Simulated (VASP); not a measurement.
Consider the following.

```xyz
4
Lattice="3.5897 0.0000 0.0000 0.0000 3.5897 0.0000 0.0000 0.0000 3.5897" Properties=species:S:1:pos:R:3 pbc="T T T"
Si     0.0000     0.0000     0.0000
Ni     0.0000     1.7948     1.7948
Ni     1.7948     0.0000     1.7948
Ni     1.7948     1.7948     0.0000
```

Level of theory: vdW-DF2, VASP's PBE PAW potentials (set 64) (plane waves; VASP 6.6.1). Numerical set-up: 520 eV cut-off, 10×10×10 Γ-centred mesh, tetrahedra with Blöchl corrections, potentials Si Ni.

What does the run give for the energy per atom (σ→0), band gap (on the k-mesh) with the smallest direct gap where there is one?

```
Item                                                        Result
------------------------  ----------------------------------------
band gap (on the k-mesh)  none (metal, semimetal or under 0.01 eV)
energy per atom (σ→0)                               -2.763 eV/atom
```

The absolute energy has meaning only against runs of the same code, potentials and settings.

The compound is Ni3Si in the L1_2 structure. It was relaxed first, which changed the volume by +7 %. The run is not spin-polarised, so no magnetic state was tried.
